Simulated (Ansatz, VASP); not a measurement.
# Cross-check of TiB2 between VASP and Ansatz, part 2 of 2

Aim: how closely do two programs agree when they are given the same cell, functional and k mesh? The structure shown comes from an earlier Ansatz run, which isn't shown and may have moved the atoms alone.

VASP 6.6.1 and Ansatz 0.2.0.

So far: The starting structure; Ansatz: elastic constants, LDA.

## 3. VASP: elastic constants, LDA

Level of this step: LDA; plane waves and PAW (Ti_sv, B) (VASP).

The same cell, functional (in two slightly different forms), mesh and smearing now go to VASP, with its own data sets.

Lines of VASP's logs that name or quote its potential files are left out, and so is its time.

File INCAR:

```
SYSTEM = TiB2
PREC = Accurate
ENCUT = 500
EDIFF = 1E-08
NELM = 120
ISMEAR = 0
SIGMA = 0.1
LREAL = .FALSE.
ALGO = Normal
GGA = CA
NBANDS = 15
LASPH = .TRUE.
LORBIT = 11
LWAVE = .FALSE.
LCHARG = .FALSE.
ISIF = 3
IBRION = 6
NFREE = 2
POTIM = 0.015
NSW = 1
GGA_COMPAT = .FALSE.
KPAR = 2
```

File POSCAR:

```
TiB2
1.0
    2.9949086660      0.0000000000      0.0000000000
   -1.4974543330      2.5936669868      0.0000000000
    0.0000000000      0.0000000000      3.1778860449
Ti B
1 2
Direct
    0.0000000000      0.0000000000      0.0000000000
    0.3333333333      0.6666666667      0.5000000000
    0.6666666667      0.3333333333      0.5000000000
```

File KPOINTS:

```
Automatic mesh
0
Gamma
9 9 8
0 0 0
```

The projector-augmented-wave data sets are Ti_sv and B (LDA family, release 64).

Command:

```sh
$ mpirun -np 2 vasp_std
```

Numbers of over 12 decimals in the logs are rounded to 6 here.

Output:

```text
[banner, memory and clock lines left out]
running    2 mpi-ranks, on    1 nodes
 distrk:  each k-point on    1 cores,    2 groups
 distr:  one band on    1 cores,    1 groups

 POSCAR found type information on POSCAR TiB
 POSCAR found :  2 types and       3 ions
 LDA part: xc-table for (Slater(with rela. corr.)+CA(PZ))
 , standard interpolation
 POSCAR, INCAR and KPOINTS ok, starting setup
 FFT: planning ... GRIDC
 FFT: planning ... GRID_SOFT
 FFT: planning ... GRID
 WAVECAR not read
 entering main loop
       N       E                     dE             d eps       ncg     rms          rms(c)
DAV:   1     0.118539231395E+03    0.11854E+03   -0.89103E+03  1800   0.133E+03
DAV:   2    -0.250940887456E+02   -0.14363E+03   -0.13949E+03  1898   0.350E+02
DAV:   3    -0.320418321247E+02   -0.69477E+01   -0.68859E+01  2467   0.767E+01
DAV:   4    -0.322351266154E+02   -0.19329E+00   -0.19315E+00  2331   0.114E+01
DAV:   5    -0.322402473089E+02   -0.51207E-02   -0.51205E-02  2585   0.152E+00    0.172E+01
DAV:   6    -0.269287403183E+02    0.53115E+01   -0.22034E+01  2516   0.531E+01    0.377E+00
DAV:   7    -0.269199110453E+02    0.88293E-02   -0.13231E+00  1933   0.135E+01    0.351E+00
DAV:   8    -0.269173076189E+02    0.26034E-02   -0.83013E-02  2837   0.248E+00    0.948E-01
DAV:   9    -0.269174121295E+02   -0.10451E-03   -0.31695E-02  2203   0.251E+00    0.255E-01
DAV:  10    -0.269169857644E+02    0.42637E-03   -0.34340E-03  2474   0.747E-01    0.705E-02
DAV:  11    -0.269169669799E+02    0.18784E-04   -0.28062E-04  2439   0.175E-01    0.698E-02
DAV:  12    -0.269169532465E+02    0.13733E-04   -0.75762E-05  2426   0.110E-01    0.691E-03
DAV:  13    -0.269169526816E+02    0.56493E-06   -0.27540E-06  2151   0.209E-02    0.231E-03
DAV:  14    -0.269169526835E+02   -0.19188E-08   -0.19835E-07  2244   0.452E-03    0.114E-03
DAV:  15    -0.269169526538E+02    0.29733E-07   -0.57452E-08  2170   0.195E-03    0.444E-04
DAV:  16    -0.269169526583E+02   -0.45538E-08   -0.26728E-09  1076   0.622E-04
   1 F= -.26916953E+02 E0= -.26915528E+02  d E =-.284949E-02
[... from here on, the cycles between the ionic steps are left out ...]
   2 F= -.26904984E+02 E0= -.26903663E+02  d E =-.264270E-02
   3 F= -.26904758E+02 E0= -.26903419E+02  d E =-.267726E-02
  13 F= -.26912054E+02 E0= -.26910636E+02  d E =-.283586E-02
  14 F= -.26915218E+02 E0= -.26913795E+02  d E =-.284740E-02
  15 F= -.26915218E+02 E0= -.26913795E+02  d E =-.284741E-02
  16 F= -.26915223E+02 E0= -.26913800E+02  d E =-.284629E-02
  17 F= -.26915223E+02 E0= -.26913800E+02  d E =-.284629E-02
  18 F= -.26914688E+02 E0= -.26913292E+02  d E =-.279093E-02
  19 F= -.26914688E+02 E0= -.26913292E+02  d E =-.279095E-02
  20 F= -.26915871E+02 E0= -.26914480E+02  d E =-.278228E-02
 Finite differences progress:
  Degree of freedom:  10/ 10
  Displacement:        1/  2
  Total:              19/ 20
 bond charge predicted
       N       E                     dE             d eps       ncg     rms          rms(c)
DAV:   1    -0.269176420228E+02   -0.17706E-02   -0.70340E-01  2430   0.471E+00    0.208E-01
DAV:   2    -0.269162817428E+02    0.13603E-02   -0.68576E-03  3046   0.729E-01    0.103E-01
DAV:   3    -0.269158674758E+02    0.41427E-03   -0.11460E-03  2969   0.222E-01    0.202E-02
DAV:   4    -0.269158712834E+02   -0.38076E-05   -0.10759E-04  2962   0.114E-01    0.746E-03
DAV:   5    -0.269158713883E+02   -0.10487E-06   -0.23590E-06  3033   0.138E-02    0.250E-03
DAV:   6    -0.269158713847E+02    0.35768E-08   -0.10502E-07  3074   0.467E-03    0.805E-04
DAV:   7    -0.269158713850E+02   -0.29740E-09   -0.10784E-08  1897   0.141E-03
  21 F= -.26915871E+02 E0= -.26914480E+02  d E =-.278230E-02
 Finite differences progress:
  Degree of freedom:  10/ 10
  Displacement:        2/  2
  Total:              20/ 20
```

OUTCAR, selected parts (step 3):

```text
ion  position               nearest neighbor table
   1  0.000  0.000  0.000-   2 2.35   3 2.35   2 2.35   3 2.35   3 2.35   3 2.35   2 2.35   2 2.35
                             3 2.35   3 2.35   2 2.35   2 2.35
   2  0.333  0.667  0.500-   3 1.73   3 1.73   3 1.73   1 2.35   1 2.35   1 2.35   1 2.35   1 2.35
                             1 2.35
   3  0.667  0.333  0.500-   2 1.73   2 1.73   2 1.73   1 2.35   1 2.35   1 2.35   1 2.35   1 2.35
                             1 2.35

  LATTYP: Found a hexagonal cell.
 ALAT       =     2.9949086660
 C/A-ratio  =     1.0610961466

 Subroutine GETGRP returns: Found 24 space group operations
 (whereof 24 operations were pure point group operations)

The static configuration has the point symmetry D_6h.

 Found     60 irreducible k-points:

   k-points           NKPTS =     60   k-points in BZ     NKDIM =     60   number of bands    NBANDS=     15

   dimension x,y,z NGX =    24 NGY =   24 NGZ =   24
   dimension x,y,z NGXF=    48 NGYF=   48 NGZF=   48

   ENCUT  =  500.0 eV  36.75 Ry    6.06 a.u.   5.46  5.46  5.79*2*pi/ulx,y,z

   NELECT =      18.0000    total number of electrons

 k-points in reciprocal lattice and weights: Automatic mesh
   0.00000000  0.00000000  0.00000000       0.002
   0.11111111  0.00000000  0.00000000       0.009
   0.22222222  0.00000000  0.00000000       0.009
   0.33333333  0.00000000  0.00000000       0.009
   0.44444444  0.00000000  0.00000000       0.009
   0.11111111  0.11111111  0.00000000       0.009
   0.22222222  0.11111111  0.00000000       0.019
   0.33333333  0.11111111  0.00000000       0.019
   0.44444444  0.11111111  0.00000000       0.009
[...]
0.33333333  0.22222222  0.50000000       0.019
   0.33333333  0.33333333  0.50000000       0.003

 average (electrostatic) potential at core
       1 -70.3343       2 -27.0296       3 -27.0295

 E-fermi :  10.3041

 k-point     1 :       0.0000    0.0000    0.0000
  band No.  band energies     occupation
    ...
      5      -3.1406      2.00000
      6       7.6547      2.00000
      7       7.6547      2.00000
      8       8.0990      2.00000
      9       8.1950      2.00000
     10      12.3463      0.00000
     11      12.3463      0.00000
     12      14.2062      0.00000
     13      14.2062      0.00000
     14      16.2941      0.00000
    ...

 k-point     2 :       0.1111    0.0000    0.0000
  band No.  band energies     occupation
    ...
      5      -2.8986      2.00000
      6       7.0147      2.00000
      7       7.6221      2.00000
      8       7.9215      2.00000
      9       8.2804      2.00000
     10      12.2739      0.00000
     11      12.7719      0.00000
     12      13.3866      0.00000
     13      13.5440      0.00000
     14      17.1185      0.00000
    ...

 k-point     3 :       0.2222    0.0000    0.0000
  band No.  band energies     occupation
    ...
      5      -2.1998      2.00000
      6       5.5094      2.00000
      7       7.4862      2.00000
      8       7.5303      2.00000
      9       8.4461      2.00000
     10      12.0963      0.00000
     11      12.6049      0.00000
     12      13.0120      0.00000
     13      13.6428      0.00000
     14      17.8899      0.00000
    ...

  Total       -0.0154582     -0.0154582     -0.4219034      0.0000000      0.0000000      0.0000000
  in kB       -1.0033091     -1.0033091    -27.3834051      0.0000000      0.0000000      0.0000000
  external PRESSURE =      -9.7966744 kB  Pullay stress =       0.0000000 kB

  energy-cutoff  :      500.00
  volume of cell :       24.69
      direct lattice vectors                 reciprocal lattice vectors
     2.994908666  0.000000000  0.000000000     0.333899999  0.192777254  0.000000000
    -1.497454333  2.593666987  0.000000000     0.000000000  0.385554508  0.000000000
     0.000000000  0.000000000  3.177886045     0.000000000  0.000000000  0.314674594

 POSITION                                       TOTAL-FORCE (eV/Angst)
 -----------------------------------------------------------------------------------
      0.00000      0.00000      0.00000         0.000000      0.000000     -0.115521
     -0.00000      1.72911      1.57394        -0.000000      0.000000      0.144355
      1.49745      0.86456      1.58894         0.000000      0.000000     -0.028834
 -----------------------------------------------------------------------------------
    total drift:                                0.000000      0.000000     -0.000106

  FREE ENERGIE OF THE ION-ELECTRON SYSTEM (eV)
  ---------------------------------------------------
  free  energy   TOTEN  =       -26.9158713850 eV

  energy  without entropy=      -26.9130890885  energy(sigma->0) =      -26.91448024

  SYMMETRIZED ELASTIC MODULI (kBar)
 Direction    XX          YY          ZZ          XY          YZ          ZX
 --------------------------------------------------------------------------------
 XX        6973.2185    773.3712   1150.3627      0.0000      0.0000      0.0000
 YY         773.3712   6973.2185   1150.3627      0.0000      0.0000      0.0000
 ZZ        1150.3627   1150.3627   4886.5252      0.0000     -0.0000     -0.0000
 XY           0.0000      0.0000      0.0000   3099.9237      0.0000      0.0000
 YZ          -0.0000      0.0000      0.0000      0.0000   2809.7923      0.0000
 ZX           0.0000      0.0000      0.0000      0.0000      0.0000   2809.7923
 --------------------------------------------------------------------------------

 Eigenvectors and eigenvalues of the dynamical matrix
 ----------------------------------------------------

   1 f  =   27.135276 THz   170.495965 2PiTHz  905.135367 cm-1   112.222432 meV
             X         Y         Z           dx          dy          dz
      0.000000  0.000000  0.000000     0.000000   -0.000000   -0.000000
     -0.000000  1.729111  1.588943     0.000006   -0.707107    0.000000
      1.497454  0.864556  1.588943    -0.000006    0.707107    0.000000

   2 f  =   27.135276 THz   170.495965 2PiTHz  905.135367 cm-1   112.222432 meV
             X         Y         Z           dx          dy          dz
      0.000000  0.000000  0.000000     0.000000    0.000000   -0.000000
     -0.000000  1.729111  1.588943    -0.707107   -0.000006    0.000000
      1.497454  0.864556  1.588943     0.707107    0.000006    0.000000

   3 f  =   16.154562 THz   101.502107 2PiTHz  538.858189 cm-1    66.809871 meV
             X         Y         Z           dx          dy          dz
      0.000000  0.000000  0.000000     0.000000   -0.000000    0.000000
     -0.000000  1.729111  1.588943    -0.000000    0.000000   -0.707107
      1.497454  0.864556  1.588943    -0.000000    0.000000    0.707107

   4 f  =   15.906302 THz    99.942244 2PiTHz  530.577126 cm-1    65.783150 meV
             X         Y         Z           dx          dy          dz
      0.000000  0.000000  0.000000    -0.000002    0.557661    0.000000
     -0.000000  1.729111  1.588943     0.000003   -0.586947   -0.000000
      1.497454  0.864556  1.588943     0.000003   -0.586947   -0.000000

   5 f  =   15.906302 THz    99.942244 2PiTHz  530.577126 cm-1    65.783150 meV
             X         Y         Z           dx          dy          dz
      0.000000  0.000000  0.000000     0.557661    0.000002    0.000000
     -0.000000  1.729111  1.588943    -0.586947   -0.000003   -0.000000
      1.497454  0.864556  1.588943    -0.586947   -0.000003   -0.000000

   6 f  =   15.896083 THz    99.878032 2PiTHz  530.236238 cm-1    65.740885 meV
             X         Y         Z           dx          dy          dz
      0.000000  0.000000  0.000000    -0.000000   -0.000000    0.557686
     -0.000000  1.729111  1.588943     0.000000    0.000000   -0.586935
      1.497454  0.864556  1.588943     0.000000    0.000000   -0.586935

   7 f/i=    0.001456 THz     0.009149 2PiTHz    0.048571 cm-1     0.006022 meV
             X         Y         Z           dx          dy          dz
      0.000000  0.000000  0.000000     0.000000    0.000000   -0.830052
     -0.000000  1.729111  1.588943     0.000000    0.000000   -0.394344
      1.497454  0.864556  1.588943     0.000000    0.000000   -0.394344

   8 f/i=    0.001943 THz     0.012209 2PiTHz    0.064818 cm-1     0.008036 meV
             X         Y         Z           dx          dy          dz
      0.000000  0.000000  0.000000     0.185473   -0.809082   -0.000000
     -0.000000  1.729111  1.588943     0.088109   -0.384356   -0.000000
      1.497454  0.864556  1.588943     0.088109   -0.384356   -0.000000

   9 f/i=    0.001943 THz     0.012209 2PiTHz    0.064818 cm-1     0.008036 meV
             X         Y         Z           dx          dy          dz
      0.000000  0.000000  0.000000    -0.809082   -0.185473   -0.000000
     -0.000000  1.729111  1.588943    -0.384356   -0.088109   -0.000000
      1.497454  0.864556  1.588943    -0.384356   -0.088109   -0.000000

 ELASTIC MODULI CONTR FROM IONIC RELAXATION (kBar)
 Direction    XX          YY          ZZ          XY          YZ          ZX
 --------------------------------------------------------------------------------
 XX         -59.4131     59.4131      0.0000      0.0000     -0.0000      0.0000
 YY          59.4131    -59.4131      0.0000     -0.0000      0.0000      0.0000
 ZZ           0.0000      0.0000      0.0000      0.0000      0.0000      0.0000
 XY           0.0000     -0.0000      0.0000    -59.4131     -0.0000      0.0000
 YZ          -0.0000      0.0000      0.0000     -0.0000     -0.0000      0.0000
 ZX           0.0000      0.0000      0.0000      0.0000      0.0000      0.0000
 --------------------------------------------------------------------------------

 TOTAL ELASTIC MODULI (kBar)
 Direction    XX          YY          ZZ          XY          YZ          ZX
 --------------------------------------------------------------------------------
 XX        6913.8054    832.7842   1150.3627      0.0000      0.0000      0.0000
 YY         832.7842   6913.8054   1150.3627     -0.0000      0.0000      0.0000
 ZZ        1150.3627   1150.3627   4886.5252      0.0000     -0.0000     -0.0000
 XY           0.0000     -0.0000      0.0000   3040.5106     -0.0000      0.0000
 YZ          -0.0000      0.0000      0.0000     -0.0000   2809.7923      0.0000
 ZX           0.0000      0.0000      0.0000      0.0000      0.0000   2809.7923
 --------------------------------------------------------------------------------

 total charge
# of ion       s       p       d       tot
------------------------------------------
    1        2.186   6.231   2.106  10.523
    2        0.692   1.368   0.000   2.060
    3        0.692   1.368   0.000   2.060
--------------------------------------------------
tot          3.570   8.967   2.106  14.643

[... 3 further parts left out ...]
```

CONTCAR:

```
TiB2
   1.00000000000000
     2.9949086660000002    0.0000000000000000    0.0000000000000000
    -1.4974543330000001    2.5936669868000002    0.0000000000000000
     0.0000000000000000    0.0000000000000000    3.1778860449000002
  Ti              B
     1     2
Direct
     0.0000000000000000    0.0000000000000000    0.0000000000000000
     0.3333333332999970    0.6666666667000029    0.4952798810945180
     0.6666666667000030    0.3333333332999970    0.5000000000000000
```

The last energy, forces, stress and levels in OUTCAR belong to the last displaced cell, not to the cell of POSCAR.

Levels, forces or a CONTCAR printed for this step are those of its last displaced cell, not of the structure at rest.

## 4. Comparison

Known differences besides the potentials themselves: the two LDA forms differ slightly; the cutoff is 260 eV in Ansatz and 500 eV in VASP; VASP's log shows a relativistic correction to its local exchange, Ansatz's none; VASP takes each elastic constant from one size of strain, Ansatz from those that its log lists; Ansatz's log warns that its cutoff lies below the recommended one. Total energies have different zeros and are not compared.

The two programs side by side:

```
 quantity  Ansatz   VASP  difference
C11 (GPa)   677.7  691.4     -1.97 %
C22 (GPa)   677.7  691.4     -1.97 %
C33 (GPa)   543.4  488.6    +11.21 %
C12 (GPa)    81.9   83.3     -1.66 %
C13 (GPa)   120.0  115.0     +4.33 %
C23 (GPa)   120.0  115.0     +4.33 %
C44 (GPa)   300.5  281.0     +6.93 %
C55 (GPa)   300.5  281.0     +6.93 %
C66 (GPa)   297.9  304.1     -2.02 %
```

## 5. Outcome

```yaml
difference_in_c33_elastic_constants_lda: 11 %
```

What this shows: The difference in C33 is 11 % (elastic constants, LDA), beyond the 5 % picked in this series as the mark of a large difference. Ansatz's own log doubts the convergence of its elastic constants, LDA run, which may account for the difference. Such differences can come from data sets, numerical settings and the points named under the comparisons, not from the functional's error against experiment.

[Lines on the potential files, build, host, timing and source positions are cut from VASP's logs without a mark.]

[Logs are printed without paths, hosts, clocks, repeated set-up lines and the standing remarks that a program may print on its own settings, such as how far it seeks lower states.]

[Hosts, paths, dates, database ids (printed as entryN), source tags and the programs' standing remarks are cut or masked in the printed files.]
